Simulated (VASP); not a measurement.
Calculation: PBE GGA, VASP's PBE PAW potentials (set 64) (plane waves; VASP).

Input for VASP

**INCAR**
```
SYSTEM = PtSe2
PREC = Accurate; ENCUT = 520; LREAL = .False.
LASPH = .True.; ICHARG = 11
EDIFF = 1E-6; NELM = 100; ALGO = Normal
LMAXMIX = 6
ISMEAR = 0; SIGMA = 0.05
GGA = PE
LWAVE = .False.; LCHARG = .False.
```

### POSCAR
```
PtSe2
1
    1.8748868494    -3.2473995287     0.0000000000
    1.8748868494     3.2473995287     0.0000000000
    0.0000000000     0.0000000000     6.4583648933
Pt Se
1 2
Direct
  0.0000000000   0.0000000000   0.0000000000
  0.3333330000   0.6666670000   0.2025808640
  0.6666670000   0.3333330000   0.7974191360
```

### KPOINTS
```
k-points along high-symmetry lines
10
Line-mode
Reciprocal
  0.000000   0.000000   0.000000 ! GAMMA
  0.500000  -0.000000   0.000000 ! M

  0.500000  -0.000000   0.000000 ! M
  0.333333   0.333333   0.000000 ! K

  0.333333   0.333333   0.000000 ! K
  0.000000   0.000000   0.000000 ! GAMMA

  0.000000   0.000000   0.000000 ! GAMMA
  0.000000   0.000000   0.500000 ! A

  0.000000   0.000000   0.500000 ! A
  0.500000  -0.000000   0.500000 ! L

  0.500000  -0.000000   0.500000 ! L
  0.333333   0.333333   0.500000 ! H

  0.333333   0.333333   0.500000 ! H
  0.000000   0.000000   0.500000 ! A

  0.500000  -0.000000   0.500000 ! L
  0.500000  -0.000000   0.000000 ! M

  0.333333   0.333333   0.500000 ! H
  0.333333   0.333333   0.000000 ! K
```

POTCAR, in this order: Pt Se (PBE.64 set). Program: vasp_std. Read from the step before: CHGCAR.

The run wrote:

OSZICAR:
```
       N       E                     dE             d eps       ncg     rms          rms(c)
DAV:   1     0.120775990374E+03    0.12078E+03   -0.98265E+03  2716   0.125E+03
DAV:   2    -0.866346871906E+01   -0.12944E+03   -0.12638E+03  3484   0.230E+02
DAV:   3    -0.141847893058E+02   -0.55213E+01   -0.54780E+01  3358   0.510E+01
DAV:   4    -0.142414815794E+02   -0.56692E-01   -0.56677E-01  3344   0.552E+00
DAV:   5    -0.142425166126E+02   -0.10350E-02   -0.10350E-02  3510   0.700E-01
DAV:   6    -0.142425505037E+02   -0.33891E-04   -0.33891E-04  3415   0.119E-01
DAV:   7    -0.142425519907E+02   -0.14870E-05   -0.14870E-05  3509   0.232E-02
DAV:   8    -0.142425520518E+02   -0.61079E-07   -0.61084E-07  2664   0.471E-03
   1 F= -.14242552E+02 E0= -.14242552E+02  d E =-.517273E-11
```

File OUTCAR:
```
 val. band max:        3.1659863245   @ k =   0.1111   0.1111   0.0000

 cond. band min:       4.1733244273   @ k =   0.2222   0.0000   0.5000



 k-point     1 :       0.0000    0.0000    0.0000
  band No.  band energies     occupation
      1     -11.0738      2.00000
      2      -9.2371      2.00000
      3      -2.2943      2.00000
      4      -2.1500      2.00000
      5      -2.1500      2.00000
      6       0.0818      2.00000
      7       0.0818      2.00000
      8       1.5086      2.00000
      9       2.8589      2.00000
     10       2.8589      2.00000
     11       2.9341      2.00000
     12       5.7489      0.00000
     13       5.7489      0.00000
     14       7.3129      0.00000
     15       8.3185      0.00000

 k-point     2 :       0.0556    0.0000    0.0000
  band No.  band energies     occupation
      1     -11.0416      2.00000
      2      -9.2407      2.00000
      3      -2.2606      2.00000
      4      -2.1496      2.00000
      5      -2.1298      2.00000
      6       0.0383      2.00000
      7       0.0566      2.00000
      8       1.4221      2.00000
      9       2.7861      2.00000
     10       2.8592      2.00000
     11       2.9793      2.00000
     12       5.5215      0.00000
     13       5.7027      0.00000
     14       7.5004      0.00000
     15       8.5630      0.00000

 k-point     3 :       0.1111    0.0000    0.0000
  band No.  band energies     occupation
      1     -10.9466      2.00000
      2      -9.2513      2.00000
      3      -2.1756      2.00000
      4      -2.1302      2.00000
      5      -2.0720      2.00000
      6      -0.1082      2.00000
      7      -0.0082      2.00000
      8       1.1905      2.00000
      9       2.6364      2.00000
     10       2.8423      2.00000
     11       3.0836      2.00000
     12       5.0319      0.00000
     13       5.5936      0.00000
     14       7.9874      0.00000
     15       9.0434      0.00000

...
```

The density is held fixed in this step, so its total energy and stress have no physical meaning. Without a dispersion term in the relaxation, distances and binding between the weakly bound layers, chains or molecules are unreliable, and so is what depends on them. Unless said otherwise, spin-orbit coupling is left out, though it shifts the bands of the heavy elements here.

The compound is PtSe2 in the 1T layered structure. It was relaxed first, which changed the volume by +28 %.
